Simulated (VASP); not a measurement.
Level of theory: PBE GGA, VASP's PBE PAW potentials (set 64) (plane waves; VASP 6.6.1).

VASP input:

KPOINTS:
```
Automatic
0
gamma
 10 10 6
```

### POSCAR
```
Y
1
    1.8615000000    -3.2242130000     0.0000000000
    1.8615000000     3.2242130000     0.0000000000
    0.0000000000     0.0000000000     5.8446000000
Y
2
Direct
  0.3333330000   0.6666670000   0.2500000000
  0.6666670000   0.3333330000   0.7500000000
```

INCAR:
```
! general
SYSTEM  = Y
PREC    = Accurate
ENCUT   = 750
LREAL   = .FALSE.
LASPH   = .TRUE.

! electronic loop
EDIFF   = 1E-6
NELM    = 100
ALGO    = Normal
LMAXMIX = 4

! smearing
ISMEAR  = 1
SIGMA   = 0.1

! functional
GGA     = PE

! ions
ISIF    = 2

! output
LWAVE   = .FALSE.
LCHARG  = .FALSE.
```

POTCAR, in this order: Y_sv (PBE.64 set). Program: vasp_std.

What VASP printed:

### OUTCAR
```
 ion  position               nearest neighbor table
   1  0.333  0.667  0.250-   2 3.63   2 3.63   2 3.63   2 3.63   2 3.63   2 3.63
   2  0.667  0.333  0.750-   1 3.63   1 3.63   1 3.63   1 3.63   1 3.63   1 3.63
  LATTYP: Found a hexagonal cell.
 ALAT       =     3.7230003652
 C/A-ratio  =     1.5698628597
 Subroutine PRICEL returns:
 Original cell was already a primitive cell.
 Subroutine GETGRP returns: Found 24 space group operations
The static configuration has the point symmetry D_3d.
 The point group associated with its full space group is D_6h.
The dynamic configuration has the point symmetry D_3d.
 Subroutine INISYM returns: Found 24 space group operations
 Subroutine IBZKPT returns following result:
 Found     56 irreducible k-points:

 Following reciprocal coordinates:
            Coordinates               Weight
  0.000000  0.000000  0.000000      1.000000
  0.100000  0.000000  0.000000      6.000000
  0.200000  0.000000  0.000000      6.000000
  0.300000  0.000000  0.000000      6.000000
  0.400000  0.000000  0.000000      6.000000
  0.500000  0.000000  0.000000      3.000000
  0.100000  0.100000  0.000000      6.000000
...
```

### OSZICAR
```
       N       E                     dE             d eps       ncg     rms          rms(c)
DAV:   1     0.105381679963E+03    0.10538E+03   -0.13826E+04  1680   0.179E+03
DAV:   2    -0.500859395659E+01   -0.11039E+03   -0.10942E+03  2065   0.338E+02
DAV:   3    -0.130746350117E+02   -0.80660E+01   -0.80054E+01  3229   0.541E+01
DAV:   4    -0.132747230333E+02   -0.20009E+00   -0.19984E+00  1884   0.960E+00
DAV:   5    -0.132817950761E+02   -0.70720E-02   -0.70714E-02  2621   0.122E+00    0.313E+01
DAV:   6    -0.129128411969E+02    0.36895E+00   -0.47852E-01  1694   0.485E+00    0.194E+01
DAV:   7    -0.128406707018E+02    0.72170E-01   -0.92390E-01  2025   0.625E+00    0.180E+00
DAV:   8    -0.128305026760E+02    0.10168E-01   -0.18734E-01  2051   0.277E+00    0.146E+00
DAV:   9    -0.128292893888E+02    0.12133E-02   -0.33454E-03  2509   0.414E-01    0.301E-01
DAV:  10    -0.128293871413E+02   -0.97752E-04   -0.23559E-03  1743   0.506E-01    0.485E-01
DAV:  11    -0.128292676224E+02    0.11952E-03   -0.24790E-04  1836   0.162E-01    0.326E-02
DAV:  12    -0.128292643980E+02    0.32244E-05   -0.28887E-05  2013   0.531E-02    0.246E-02
DAV:  13    -0.128292660461E+02   -0.16481E-05   -0.62723E-06  1827   0.265E-02    0.843E-04
DAV:  14    -0.128292660811E+02   -0.34936E-07   -0.12800E-07  1092   0.231E-03
   1 F= -.12829266E+02 E0= -.12830157E+02  d E =0.267159E-02
```

OUTCAR:
```
------------------------ aborting loop because EDIFF is reached ----------------------------------------
  FORCE on cell =-STRESS in cart. coord.  units (eV):
  Direction    XX          YY          ZZ          XY          YZ          ZX
  --------------------------------------------------------------------------------------
  Total       -1.0048483     -1.0048486     -1.3994260     -0.0000000      0.0000000      0.0000000
  in kB      -22.9477199    -22.9477259    -31.9586902     -0.0000000      0.0000000      0.0000000
  external PRESSURE =     -25.9513787 kB  Pullay stress =       0.0000000 kB
  volume of cell :       70.16
      direct lattice vectors                 reciprocal lattice vectors
     1.861500000 -3.224213000  0.000000000     0.268600591 -0.155076603  0.000000000
     1.861500000  3.224213000  0.000000000     0.268600591  0.155076603  0.000000000
     0.000000000  0.000000000  5.844600000     0.000000000  0.000000000  0.171098108
 POSITION                                       TOTAL-FORCE (eV/Angst)
 -----------------------------------------------------------------------------------
      1.86150      1.07474      1.46115        -0.000000      0.000000      0.000000
      1.86150     -1.07474      4.38345         0.000000     -0.000000      0.000000
 -----------------------------------------------------------------------------------
    total drift:                               -0.000072      0.000530     -0.000010
  FREE ENERGIE OF THE ION-ELECTRON SYSTEM (eV)
  ---------------------------------------------------
  free  energy   TOTEN  =       -12.8292660811 eV

  energy  without entropy=      -12.8319376704  energy(sigma->0) =      -12.83015661
```
(Selected blocks of OUTCAR.)

The compound is Y in the hcp structure. The cell was not relaxed at this level. The run is one of a series of settings (ENCUT = 750 against the base run), some of them coarse on purpose.
